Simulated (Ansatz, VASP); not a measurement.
**SiGeB: VASP beside Ansatz**

The input INCAR:

```
SYSTEM = SiGeB
ALGO = Normal ; EDIFF = 1E-6
ENCUT = 520 ; GGA = PE
ISIF = 2 ; ISMEAR = 0
LASPH = .True. ; LCHARG = .False.
LREAL = .False. ; LWAVE = .False.
NBANDS = 30 ; NELM = 100
PREC = Accurate ; SIGMA = 0.1
```

KPOINTS

```
k-points
0
Gamma
  6 6 4
  0 0 0
```

The input POSCAR:

```
SiGeB
1.0
    4.6659722600      0.0000000000      0.0000000000
   -2.3329861300      4.0408505100      0.0000000000
    0.0000000000      0.0000000000      4.2512439400
Si Ge B
2 2 2
Direct
    0.3333333300      0.6666666700      0.0000000000
    0.6666666700      0.3333333300      0.0000000000
    0.3333333300      0.6666666700      0.5000000000
    0.6666666700      0.3333333300      0.5000000000
    0.0000000000      0.0000000000      0.5000000000
    0.0000000000      0.0000000000      0.0000000000
```

Input for Ansatz:

```yaml
crystal:
  lattice:
    - [4.66597226, 0.0, 0.0]
    - [-2.33298613, 4.04085051, 0.0]
    - [0.0, 0.0, 4.25124394]
  atoms:
    - { symbol: Si, position: [0.33333333, 0.66666667, 0.0] }
    - { symbol: Si, position: [0.66666667, 0.33333333, 0.0] }
    - { symbol: Ge, position: [0.33333333, 0.66666667, 0.5] }
    - { symbol: Ge, position: [0.66666667, 0.33333333, 0.5] }
    - { symbol: B, position: [0.0, 0.0, 0.5] }
    - { symbol: B, position: [0.0, 0.0, 0.0] }
basis:
  ecutwfc: 420
kpoints:
  mp_grid: { grid: [6, 6, 4] }
hamiltonian:
  xc: pbe
scf:
  occupations: { method: gaussian, width: 0.1 }
  lower_state_search: "off"
output:
  forces: true
  stress: true
  eigenvalues: true
```

Alike in both runs: task single point; functional PBE; k mesh 6 × 6 × 4; occupations gaussian, width 0.1 eV; no spin polarisation.

```csv
,VASP,Ansatz
version,VASP 6.6.1,Ansatz 0.2.0
potentials or method,"VASP PAW PBE potentials, release 64 (Si, Ge_d, B)","scalar-relativistic, plane waves, PAW"
plane-wave cutoff (eV),520,420
valence electrons in the cell,42,42
```

```tsv
	VASP	Ansatz	Ansatz less VASP
gap on the k mesh at the Fermi level (eV)	none	none	-
pressure (GPa)	13.4	13.6	+0.20
largest component of the traceless stress (GPa)	54.50	54.89	+0.396
```

A gap of «none» marks a metal or a gap that the smearing closes. With one functional, cell and mesh, what is left measures potentials, basis and numerics.

Caveats: the k mesh is coarse (spacing up to 0.37 Å⁻¹), so the values aren't converged.
